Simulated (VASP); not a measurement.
AlHg:

```
CELL_PARAMETERS angstrom
0.00000 3.06853 3.06853
3.06853 0.00000 3.06853
3.06853 3.06853 0.00000
ATOMIC_POSITIONS crystal
Al 0.00000 0.00000 0.00000
Hg 0.75000 0.75000 0.75000
```

The cell was built by a generator and needn't be a form met in nature.

- Program: VASP 6.6.1
- Task: relaxation of cell and atoms
- Functional: BLYP
- Dispersion: D3(BJ)
- Potentials or basis: VASP PAW PBE potentials, release 64 (Al, Hg)
- Cutoff: 600 eV
- k mesh: 8 × 8 × 8
- Occupations: fermi-dirac, width 0.05 eV
- Spin: no spin polarisation

At the start: pressure -1.4 GPa; volume 28.89 Å³/atom.

How do energy, volume and symmetry change on relaxing?

Over 3 steps the energy falls by 5.0 meV/atom and the volume is 27.75 Å³/atom (-4.0 %); space group F-43m (No. 216, to 0.05 Å).

The path:
```csv
step,energy change (eV),largest force (eV/Å),pressure (GPa),volume (Å³)
1,0.0000,0.0000,-1.35,57.79
2,-0.0099,0.0000,-0.18,55.77
3,-0.0101,0.0000,-0.01,55.50
```

Final structure:
```cif
data_structure
_symmetry_space_group_name_H-M 'P 1'
_symmetry_Int_Tables_number 1
_cell_length_a 4.2816
_cell_length_b 4.2816
_cell_length_c 4.2816
_cell_angle_alpha 60.000
_cell_angle_beta 60.000
_cell_angle_gamma 60.000
_cell_volume 55.50
loop_
_atom_site_label
_atom_site_type_symbol
_atom_site_fract_x
_atom_site_fract_y
_atom_site_fract_z
_atom_site_occupancy
Al1 Al 0.00000 0.00000 0.00000 1
Hg1 Hg 0.75000 0.75000 0.75000 1
```

Caveat: the PAW data sets were made with another functional, which shifts forces and pressure a little; pairwise dispersion overbinds metals, which lowers pressure and volume.
